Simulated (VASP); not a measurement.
Consider the following.

```yaml
crystal:
  lattice:
    - [0.00000, 1.99117, 1.99117]
    - [1.99117, 0.00000, 1.99117]
    - [1.99117, 1.99117, 0.00000]
  atoms:
    - { symbol: Pt, position: [0.00000, 0.00000, 0.00000] }
```

Computed with AM05 GGA, VASP's PBE PAW potentials (set 64) (plane waves; VASP). Run with 520 eV cut-off, 16×16×16 Γ-centred mesh, first-order Methfessel-Paxton smearing of 0.10 eV, potentials Pt.

Unless said otherwise, spin-orbit coupling is left out, though it shifts the bands of the heavy elements here.

Task: Estimate the energy per atom (σ→0), pressure, band gap (on the k-mesh) with the smallest direct gap where there is one.

Result: 
```
Item                                                         Value
------------------------  ----------------------------------------
band gap (on the k-mesh)  none (metal, semimetal or under 0.01 eV)
energy per atom (σ→0)                               -6.617 eV/atom
pressure                                                -14.53 GPa
```

The compound is Pt in the fcc structure. This cell is one point of a volume scan, at 1.06 of the reference volume.
